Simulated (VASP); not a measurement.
```
CELL_PARAMETERS angstrom
      0.00000     2.05991     2.05991
      2.05991     0.00000     2.05991
      2.05991     2.05991     0.00000
ATOMIC_POSITIONS crystal
  Cr 0.00000 0.00000 0.00000
  B  0.50000 0.50000 0.50000
```

Level of theory: PBEsol GGA, VASP's PBE PAW potentials (set 64) (plane waves; VASP 6.6.1). Numerical set-up: 520 eV cut-off, 17×17×17 Γ-centred mesh, tetrahedra with Blöchl corrections, potentials Cr_pv B.

Problem. Tabulate the total density of states (states/eV per cell) against energy (eV; zero at the valence-band maximum or, without a gap, the Fermi level).

Solution. 
```tsv
E (eV)	DOS (states/eV)
-9.89	0.22
-9.53	0.25
-9.18	0.29
-8.82	0.33
-8.58	0.37
-8.22	0.46
-7.87	0.69
-7.51	0.80
-7.15	1.06
-6.79	0.34
-6.43	0.05
-6.08	0.22
-5.84	0.31
-5.48	0.48
-5.12	0.82
-4.77	1.06
-4.41	1.32
-4.05	1.77
-3.69	2.26
-3.34	1.79
-3.10	2.09
-2.74	1.84
-2.38	1.16
-2.03	0.86
-1.67	0.67
-1.31	0.44
-0.95	0.63
-0.60	0.90
-0.36	1.09
0.00	1.43
0.35	2.19
0.71	2.95
1.07	1.85
1.43	0.47
1.78	0.61
2.14	1.20
2.38	1.43
2.74	0.90
3.10	0.79
3.45	0.76
```
Within 2 eV below the Fermi level the largest weight inside VASP's projection spheres is Cr d.

The structure was generated: CrB was put into the rock salt type (Fm-3m), which need not be its known phase. It was relaxed first, which changed the volume by -37 %. The run is not spin-polarised, so no magnetic state was tried. The electron count is odd and the run is not spin-polarised, which forces a metal.
